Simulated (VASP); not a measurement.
Energy against volume of InP (zinc blende). All values below come from HSEsol screened hybrid, VASP's PBE PAW potentials (set 64) (plane waves; VASP). Run with 520 eV cut-off, 6×6×6 Γ-centred mesh, Gaussian smearing of 0.050 eV, potentials In_d P.

```csv
V (Å³/atom),E (eV/atom)
24.844,-5.26458
25.637,-5.26145
26.430,-5.24807
27.222,-5.22616
```

Question: Fit these four points and predict the energy of the run at 24.051 Å³/atom.

Answer: A cubic in V^(−2/3), the third-order Birch-Murnaghan form, passes through the four points with V0 = 25.02 Å³/atom and B0 = 75 GPa, and gives -5.2554 eV/atom there. The run gave -5.2556 eV/atom, -0.2 meV/atom from the fit; all five points give B0 = 74 GPa.

The compound is InP in the zinc blende structure. It was relaxed first. The cell's shape comes from a PBE relaxation.
